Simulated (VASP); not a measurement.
Input:

```
SnSe2
1.0
    3.83366     0.00000     0.00000
   -1.91683     3.32005     0.00000
    0.00000     0.00000     6.24790
Sn Se
1 2
Direct
  0.00000   0.00000   0.00000
  0.33333   0.66667   0.25212
  0.66667   0.33333   0.74788
```

All values below come from r2SCAN+rVV10 with spin-orbit coupling, VASP's PBE PAW potentials (set 64) (plane waves; VASP). Numerical set-up: 400 eV cut-off, 6×6×3 Γ-centred mesh, Gaussian smearing of 0.050 eV, potentials Sn_d Se.

Predict the energy per atom (σ→0), band gap (over mesh and band path) with the smallest direct gap where there is one.

The band gap (over mesh and band path) is 0.91 eV, the smallest direct gap (over mesh and band path) is 1.42 eV and the energy per atom (σ→0) is -18.015 eV/atom.

The structure comes from a measured SnSe2 entry (P-3m1) of the Crystallography Open Database, whose conditions weren't checked. It was relaxed first.
